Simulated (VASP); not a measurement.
# Ga11FeAs12 (a cell with a defect) in VASP: notebook

Runs on Ga11FeAs12 (a cell with a defect). Level: PBEsol+U. Tasks: relaxation of the atoms, single point.

Program: VASP 6.6.1. These are calculated values, not measurements. Logs are shortened: lines on timing, memory, paths and dates and some standing lists are left out, and cuts for length are marked.

**1. The crystal as given**

The cell holds a defect, 24 atoms: a = 11.993 Å, b = 7.996 Å, c = 7.996 Å, α = 60.00°, β = 60.00°, γ = 60.00°.

**2. Relaxation of the atoms, PBEsol+U, collinear spin, ferromagnetic start (atoms moved at random, drawn with an rms of 0.05 Å)**

The input, INCAR:

```
SYSTEM = Ga11FeAs12
PREC = Accurate
ENCUT = 350
EDIFF = 1E-5
ISMEAR = 0
SIGMA = 0.03
LREAL = Auto
LASPH = .True.
NELM = 120
ALGO = Normal
ISIF = 2
LWAVE = .False.
LCHARG = .False.
ISPIN = 2
MAGMOM = 5 0 0 0 0 0 0 0 0 0 0 0 0 0 0 0 0 0 0 0 0 0 0 0
LORBIT = 11
NUPDOWN = 5
LMAXMIX = 4
LDAU = .True.
LDAUTYPE = 2
LDAUL = 2 -1 -1
LDAUU = 4 0 0
LDAUJ = 0 0 0
LDAUPRINT = 1
GGA = PS
IBRION = 2
NSW = 60
EDIFFG = -0.03
ISYM = 0
KPAR = 2
```

The input, KPOINTS:

```
regular mesh
0
Gamma
  2 2 2
  0 0 0
```

The input, POSCAR:

```
Ga11FeAs12
1.0
    0.0000000000      8.4805500000      8.4805500000
    5.6537000000      0.0000000000      5.6537000000
    5.6537000000      5.6537000000      0.0000000000
Fe Ga As
1 11 12
Direct
   -0.0053770000      0.0058510000      0.0046560000
    0.0013490000      0.0049780000      0.4965430000
   -0.0005280000      0.4954040000      0.0019310000
   -0.0049780000      0.5043290000      0.4989690000
    0.3349790000     -0.0012570000     -0.0005460000
    0.3343250000      0.0013660000      0.4970340000
    0.3369630000      0.5041250000     -0.0042900000
    0.3364420000      0.4953550000      0.5037790000
    0.6700080000     -0.0020350000      0.0009730000
    0.6608880000      0.0051650000      0.5032970000
    0.6645810000      0.4990150000     -0.0022830000
    0.6648540000      0.5023550000      0.4996430000
    0.0819780000      0.1286900000      0.1214050000
    0.0858320000      0.1209690000      0.6263290000
    0.0850590000      0.6210570000      0.1225340000
    0.0805030000      0.6270310000      0.6222250000
    0.4200610000      0.1283630000      0.1156160000
    0.4162060000      0.1281140000      0.6221740000
    0.4198520000      0.6193270000      0.1262420000
    0.4145640000      0.6292290000      0.6238970000
    0.7471810000      0.1271420000      0.1290360000
    0.7504920000      0.1283270000      0.6214530000
    0.7491460000      0.6215600000      0.1226100000
    0.7531090000      0.6244870000      0.6207500000
```

Potentials or basis: VASP PAW PBE potentials, release 64 (Fe, Ga_d, As).

Started as:

```sh
cat potpaw_PBE.64/Fe/POTCAR potpaw_PBE.64/Ga_d/POTCAR potpaw_PBE.64/As/POTCAR > POTCAR
mpirun -np 4 vasp_std > vasp.out
```

OUTCAR:

```text
SYSTEM = Ga11FeAs12
   PREC = Accurate
   ENCUT = 350
   EDIFF = 1E-5
   ISMEAR = 0
   LREAL = Auto
   LASPH = .True.
   NELM = 120
   ISIF = 2
   ISPIN = 2
   LORBIT = 11
   NUPDOWN = 5
   GGA = PS
   IBRION = 2
   NSW = 60
   EDIFFG = -0.03
   ISYM = 0

 ion  position               nearest neighbor table
   1  0.995  0.006  0.005-  13 2.42  21 2.42  14 2.47  15 2.51
   2  0.001  0.005  0.497-  14 2.43  13 2.45  22 2.46  16 2.47
   3  0.999  0.495  0.002-  13 2.39  15 2.45  23 2.45  16 2.48
   4  0.995  0.504  0.499-  24 2.37  16 2.44  15 2.46  14 2.50
   5  0.335  0.999  0.999-  17 2.44  18 2.46  19 2.48  13 2.48
   6  0.334  0.001  0.497-  20 2.43  14 2.43  18 2.45  17 2.49
[... 16 lines left out ...]
  23  0.749  0.622  0.123-  11 2.44   3 2.45   9 2.46  12 2.46
  24  0.753  0.624  0.621-   4 2.37  12 2.45  11 2.46  10 2.49

IMPORTANT INFORMATION: All symmetrisations will be switched off!
NOSYMM: (Re-)initialisation of all symmetry stuff for point group C_1.

----------------------------------------------------------------------------------------

                                     Primitive cell

  volume of cell :     542.1501

  direct lattice vectors                    reciprocal lattice vectors
     0.000000000  8.480550000  8.480550000    -0.058958440  0.058958440  0.058958440
     5.653700000  0.000000000  5.653700000     0.088437660 -0.088437660  0.088437660
     5.653700000  5.653700000  0.000000000     0.088437660  0.088437660 -0.088437660

  length of vectors
    11.993308826  7.995539218  7.995539218     0.102119014  0.153178521  0.153178521

  position of ions in fractional coordinates (direct lattice)
     0.994623000  0.005851000  0.004656000
     0.001349000  0.004978000  0.496543000
     0.999472000  0.495404000  0.001931000
     0.995022000  0.504329000  0.498969000
     0.334979000  0.998743000  0.999454000
     0.334325000  0.001366000  0.497034000
[... 16 lines left out ...]
     0.749146000  0.621560000  0.122610000
     0.753109000  0.624487000  0.620750000

  ion indices of the primitive-cell ions
   primitive index   ion index
                 1           1
                 2           2
                 3           3
                 4           4
                 5           5
                 6           6
[... 16 lines left out ...]
                23          23
                24          24

----------------------------------------------------------------------------------------

 KPOINTS: regular mesh

Automatic generation of k-mesh.
 Grid dimensions read from file:
 generate k-points for:    2    2    2

 Generating k-lattice:

  Cartesian coordinates                     Fractional coordinates (reciprocal lattice)
    -0.029479220  0.029479220  0.029479220     0.500000000  0.000000000  0.000000000
     0.044218830 -0.044218830  0.044218830     0.000000000  0.500000000  0.000000000
     0.044218830  0.044218830 -0.044218830     0.000000000  0.000000000  0.500000000

  Length of vectors
     0.051059507  0.076589260  0.076589260

  Shift w.r.t. Gamma in fractional coordinates (k-lattice)
     0.000000000  0.000000000  0.000000000

 Subroutine IBZKPT returns following result:
 ===========================================

 Found      8 irreducible k-points:

 Following reciprocal coordinates:
            Coordinates               Weight
  0.000000  0.000000  0.000000      1.000000
  0.500000  0.000000  0.000000      1.000000
  0.000000  0.500000  0.000000      1.000000
  0.000000  0.000000  0.500000      1.000000
  0.500000  0.000000  0.500000      1.000000
  0.500000  0.500000  0.000000      1.000000
  0.000000  0.500000  0.500000      1.000000
  0.500000  0.500000  0.500000      1.000000
   k-points           NKPTS =      8   k-points in BZ     NKDIM =      8   number of bands    NBANDS=    130
   number of dos      NEDOS =    301   number of ions     NIONS =     24
   total plane-waves  NPLWV = 200000
   dimension x,y,z NGX =    80 NGY =   50 NGZ =   50
   dimension x,y,z NGXF=   160 NGYF=  100 NGZF=  100
   ions per type =               1  11  12
   NGX,Y,Z   is equivalent  to a cutoff of  11.09, 10.40, 10.40 a.u.
   NGXF,Y,Z  is equivalent  to a cutoff of  22.18, 20.79, 20.79 a.u.
 SYSTEM =  Ga11FeAs12
   PREC   = accura    normal or accurate (medium, high low for compatibility)
   ISTART =      0    job   : 0-new  1-cont  2-samecut
   ICHARG =      2    charge: 1-file 2-atom 10-const
[... 51 lines left out ...]

 number of electron     211.0000019 magnetization       4.9999998

 Free energy of the ion-electron system (eV)
  ---------------------------------------------------
  ext. energy  EPLUGINS =         0.00000000
  ---------------------------------------------------
  free energy    TOTEN  =      -109.05327075 eV

  energy without entropy =     -109.05327075  energy(sigma->0) =     -109.05327075

------------------------ aborting loop because EDIFF is reached ----------------------------------------

  FORCE on cell =-STRESS in cart. coord.  units (eV):
  Direction    XX          YY          ZZ          XY          YZ          ZX
  --------------------------------------------------------------------------------------
  -------------------------------------------------------------------------------------
  Total        1.1690319      0.9261942      1.1922086      1.0006002      0.4705593      1.7031100
  in kB        3.4547564      2.7371154      3.5232488      2.9570022      1.3906101      5.0330789
  external PRESSURE =       3.2383735 kB  Pullay stress =       0.0000000 kB
[... 155 lines left out ...]
  FREE ENERGIE OF THE ION-ELECTRON SYSTEM (eV)
  ---------------------------------------------------
  free  energy   TOTEN  =      -109.2086164545 eV

  energy  without entropy=     -109.2086164545  energy(sigma->0) =     -109.20861645

[... ionic steps 4 to 13 ...]

--------------------------------------- Ionic step       14  -------------------------------------------

 number of electron     210.9999946 magnetization       4.9999999

------------------------ aborting loop because EDIFF is reached ----------------------------------------
[... 105 lines left out ...]
  FREE ENERGIE OF THE ION-ELECTRON SYSTEM (eV)
  ---------------------------------------------------
  free  energy   TOTEN  =      -109.2264387142 eV

  energy  without entropy=     -109.2264387142  energy(sigma->0) =     -109.22643871

atom =   1  type =  1  l = 2

 onsite density matrix

spin component  1

  0.9608  0.0010  0.0002 -0.0007 -0.0001
  0.0010  0.9608  0.0001  0.0009 -0.0002
  0.0002  0.0001  0.9497 -0.0002  0.0001
 -0.0007  0.0009 -0.0002  0.9611 -0.0001
 -0.0001 -0.0002  0.0001 -0.0001  0.9496

spin component  2

  0.3691 -0.0094  0.0013  0.0185 -0.0042
 -0.0094  0.3483 -0.0024 -0.0127  0.0032
  0.0013 -0.0024  0.0470  0.0007  0.0004
  0.0185 -0.0127  0.0007  0.3731 -0.0022
 -0.0042  0.0032  0.0004 -0.0022  0.0465

 occupancies and eigenvectors

  o =  0.0462  v =  0.0000  0.0000  0.0000  0.0000  0.0000  0.0127 -0.0125 -0.4758  0.0058  0.8793      0.0000  0.0000  0.0000  0.0000  0.0000  0.0000  0.0000  0.0000  0.0000  0.0000
  o =  0.0472  v =  0.0000  0.0000  0.0000  0.0000  0.0000  0.0026  0.0022  0.8795  0.0012  0.4759      0.0000  0.0000  0.0000  0.0000  0.0000  0.0000  0.0000  0.0000  0.0000  0.0000
  o =  0.3428  v =  0.0000  0.0000  0.0000  0.0000  0.0000  0.1022  0.9376 -0.0065  0.3321  0.0061      0.0000  0.0000  0.0000  0.0000  0.0000  0.0000  0.0000  0.0000  0.0000  0.0000
  o =  0.3528  v =  0.0000  0.0000  0.0000  0.0000  0.0000  0.7738  0.1349  0.0008 -0.6189 -0.0048      0.0000  0.0000  0.0000  0.0000  0.0000  0.0000  0.0000  0.0000  0.0000  0.0000
  o =  0.3951  v =  0.0000  0.0000  0.0000  0.0000  0.0000 -0.6250  0.3201 -0.0060 -0.7118  0.0150      0.0000  0.0000  0.0000  0.0000  0.0000  0.0000  0.0000  0.0000  0.0000  0.0000
  o =  0.9496  v = -0.0120 -0.0206  0.5639 -0.0019 -0.8255  0.0000  0.0000  0.0000  0.0000  0.0000      0.0000  0.0000  0.0000  0.0000  0.0000  0.0000  0.0000  0.0000  0.0000  0.0000
  o =  0.9497  v = -0.0073  0.0020  0.8255  0.0188  0.5640  0.0000  0.0000  0.0000  0.0000  0.0000      0.0000  0.0000  0.0000  0.0000  0.0000  0.0000  0.0000  0.0000  0.0000  0.0000
  o =  0.9592  v =  0.6005 -0.6193 -0.0058  0.5059  0.0016  0.0000  0.0000  0.0000  0.0000  0.0000      0.0000  0.0000  0.0000  0.0000  0.0000  0.0000  0.0000  0.0000  0.0000  0.0000
  o =  0.9617  v = -0.6344  0.0161 -0.0191  0.7725 -0.0060  0.0000  0.0000  0.0000  0.0000  0.0000      0.0000  0.0000  0.0000  0.0000  0.0000  0.0000  0.0000  0.0000  0.0000  0.0000
  o =  0.9619  v =  0.4865  0.7848  0.0085  0.3833 -0.0217  0.0000  0.0000  0.0000  0.0000  0.0000      0.0000  0.0000  0.0000  0.0000  0.0000  0.0000  0.0000  0.0000  0.0000  0.0000

--------------------------------------- Ionic step       16  -------------------------------------------

 number of electron     210.9999938 magnetization       4.9999999

 Free energy of the ion-electron system (eV)
  ---------------------------------------------------
  ext. energy  EPLUGINS =         0.00000000
  ---------------------------------------------------
  free energy    TOTEN  =      -109.22752932 eV

  energy without entropy =     -109.22752932  energy(sigma->0) =     -109.22752932

 E-fermi :   3.6017     XC(G=0):  -9.7497

 val. band max:        3.9467150782   @ k =   0.0000   0.0000   0.0000
 cond. band min:       3.7419555793   @ k =   0.5000   0.0000   0.5000
 fundamental gap:     -0.2047594989
 Fermi energy:         4.0826880266

 spin component 1

 k-point     1 :       0.0000    0.0000    0.0000
  band No.  band energies     occupation
      1     -11.1605      1.00000
      2     -11.1537      1.00000
      3     -11.1532      1.00000
      4     -11.1441      1.00000
      5     -11.1431      1.00000
      6     -11.1355      1.00000
[... 949 lines left out ...]
    116       6.5014      0.00000
    117       6.5284      0.00000
 Fermi energy:         3.6017197723

 spin component 2

 k-point     1 :       0.0000    0.0000    0.0000
  band No.  band energies     occupation
      1     -11.1548      1.00000
      2     -11.1495      1.00000
      3     -11.1481      1.00000
      4     -11.1387      1.00000
      5     -11.1377      1.00000
      6     -11.1297      1.00000
[... 949 lines left out ...]
    116       6.7398      0.00000
    117       6.7720      0.00000
 [bands above 117 left out]

------------------------ aborting loop because EDIFF is reached ----------------------------------------

  FORCE on cell =-STRESS in cart. coord.  units (eV):
  Direction    XX          YY          ZZ          XY          YZ          ZX
  --------------------------------------------------------------------------------------
  -------------------------------------------------------------------------------------
  Total        0.6492086      0.8456706      0.8785206      1.3388271     -1.2983689      1.3267813
  in kB        1.9185596      2.4991496      2.5962289      3.9565398     -3.8369767      3.9209418
  external PRESSURE =       2.3379794 kB  Pullay stress =       0.0000000 kB
[... 39 lines left out ...]
  FREE ENERGIE OF THE ION-ELECTRON SYSTEM (eV)
  ---------------------------------------------------
  free  energy   TOTEN  =      -109.2275293199 eV

  energy  without entropy=     -109.2275293199  energy(sigma->0) =     -109.22752932

 reached required accuracy - stopping structural energy minimisation

 total charge

# of ion       s       p       d       tot
------------------------------------------
    1        0.444   0.448   5.947   6.840
    2        0.877   0.802   9.993  11.672
    3        0.877   0.803   9.993  11.673
    4        0.876   0.801   9.993  11.670
    5        0.876   0.806   9.993  11.675
    6        0.874   0.807   9.993  11.674
[... 16 lines left out ...]
   23        1.205   1.603   0.030   2.838
   24        1.204   1.603   0.030   2.838
--------------------------------------------------
tot         24.543  28.534 116.239 169.316

 magnetization (x)

# of ion       s       p       d       tot
------------------------------------------
    1        0.032   0.110   3.596   3.737
    2        0.003   0.019   0.005   0.027
    3        0.003   0.019   0.005   0.027
    4        0.003   0.018   0.005   0.026
    5        0.003   0.014   0.004   0.021
    6        0.002   0.008   0.003   0.013
[... 16 lines left out ...]
   23        0.000   0.008   0.000   0.008
   24        0.000   0.005   0.000   0.005
--------------------------------------------------
tot          0.088   0.631   3.646   4.365
```

It took 25 min on 4 MPI ranks of Intel Xeon 6975P-C (Granite Rapids), shared host; peak memory 0.56 GiB.

What came out:

| Item | Value |
| --- | --- |
| Free energy | -109.2275 eV |
| Energy gained by relaxing | 7.3 meV/atom |
| Ionic steps | 16 |
| Pressure after relaxing | 0.2 GPa |
| Largest force after relaxing | 0.021 eV/Å |
| Net moment | 5.00 μB per cell |
| Site moments | Fe +3.74; Ga +0.03, +0.02, +0.01, +0.00; As +0.09, +0.08, +0.01, +0.04, +0.07 μB |
| Valence electrons inside the program's atomic spheres | Fe 6.84; Ga 11.67, 11.68; As 2.84, 2.85, 2.83 |

Forces in eV/Å, atoms in the order of the input:
```
Fe   0.009 -0.015  0.004
Ga   0.005 -0.004 -0.007
Ga   0.009  0.001 -0.005
Ga   0.010 -0.001  0.011
Ga   0.000  0.001  0.014
Ga  -0.002  0.011 -0.003
Ga  -0.011  0.005  0.000
Ga  -0.017  0.003  0.011
Ga   0.010 -0.010 -0.001
Ga  -0.002 -0.005  0.005
Ga   0.005  0.002  0.005
Ga  -0.002  0.007 -0.005
As  -0.010 -0.002  0.002
As  -0.007  0.009 -0.004
As   0.004  0.008  0.003
As  -0.010  0.001 -0.001
As  -0.017  0.006  0.001
As   0.008  0.002  0.006
As   0.001  0.000  0.001
As  -0.005  0.003 -0.008
As  -0.003 -0.008 -0.005
As   0.003 -0.007 -0.010
As   0.019 -0.009 -0.003
As   0.004  0.002 -0.007
```

Stress tensor (GPa, compression positive):
```
 0.19  0.40  0.39
 0.40  0.25 -0.38
 0.39 -0.38  0.26
```

Step by step:
```csv
step,energy change (eV),largest force (eV/Å),pressure (GPa)
1,0.0000,0.8137,0.32
2,-0.1461,0.2389,0.24
3,-0.1553,0.2306,0.23
4,-0.1645,0.1033,0.25
5,-0.1670,0.0688,0.24
6,-0.1671,0.0735,0.23
7,-0.1698,0.0495,0.22
8,-0.1708,0.0512,0.23
9,-0.1711,0.0689,0.24
10,-0.1712,0.0529,0.24
11,-0.1713,0.0565,0.24
12,-0.1713,0.0534,0.23
13,-0.1728,0.0348,0.24
14,-0.1730,0.0359,0.24
15,-0.1732,0.0554,0.24
16,-0.1743,0.0214,0.23
```

Final structure:
```yaml
crystal:
  lattice:
    - [0.00000, 8.48055, 8.48055]
    - [5.65370, 0.00000, 5.65370]
    - [5.65370, 5.65370, 0.00000]
  atoms:
    - { symbol: Fe, position: [0.99892, 0.00042, 0.99981] }
    - { symbol: Ga, position: [0.00083, 0.00190, 0.49816] }
    - { symbol: Ga, position: [0.00097, 0.49936, 0.99871] }
    - { symbol: Ga, position: [0.00037, 0.49986, 0.49737] }
    - { symbol: Ga, position: [0.33271, 0.00050, 0.99998] }
    - { symbol: Ga, position: [0.33279, 0.00239, 0.49732] }
    - { symbol: Ga, position: [0.33287, 0.50162, 0.99851] }
    - { symbol: Ga, position: [0.33216, 0.50108, 0.50052] }
    - { symbol: Ga, position: [0.66799, 0.99939, 0.99913] }
    - { symbol: Ga, position: [0.66587, 0.00117, 0.50045] }
    - { symbol: Ga, position: [0.66622, 0.50012, 0.99852] }
    - { symbol: Ga, position: [0.66631, 0.50135, 0.49827] }
    - { symbol: As, position: [0.08270, 0.12449, 0.12342] }
    - { symbol: As, position: [0.08284, 0.12492, 0.62722] }
    - { symbol: As, position: [0.08292, 0.62822, 0.12212] }
    - { symbol: As, position: [0.08249, 0.62644, 0.62359] }
    - { symbol: As, position: [0.41742, 0.12623, 0.12250] }
    - { symbol: As, position: [0.41572, 0.12593, 0.62481] }
    - { symbol: As, position: [0.41599, 0.62555, 0.12508] }
    - { symbol: As, position: [0.41630, 0.62719, 0.62339] }
    - { symbol: As, position: [0.75152, 0.12458, 0.12466] }
    - { symbol: As, position: [0.75060, 0.12602, 0.62404] }
    - { symbol: As, position: [0.75082, 0.62435, 0.12315] }
    - { symbol: As, position: [0.75018, 0.62586, 0.62324] }
```

Eigenvalues of the final occupation matrices:
```
    site  spin  trace               eigenvalues
site 1 d     1   4.78  0.95 0.95 0.96 0.96 0.96
site 1 d     2   1.18  0.05 0.05 0.34 0.35 0.40
```

Caveat: the k mesh is coarse (spacing up to 0.48 Å⁻¹), so the values aren't converged; the cutoff is under 1.25 times the usual one of these potentials, so pressure, stress and relaxed cells hold a basis-set (Pulay) error; the PAW data sets were made with another functional, which shifts forces and pressure a little; the total moment is fixed, so each spin has its own Fermi level; only a ferromagnetic start was run, and an antiferromagnetic order may lie lower in energy; the U is typed as a test and isn't derived for this compound. The state reached can hang on the start; a lower one may exist.

(Continued in part 2 of 2.)
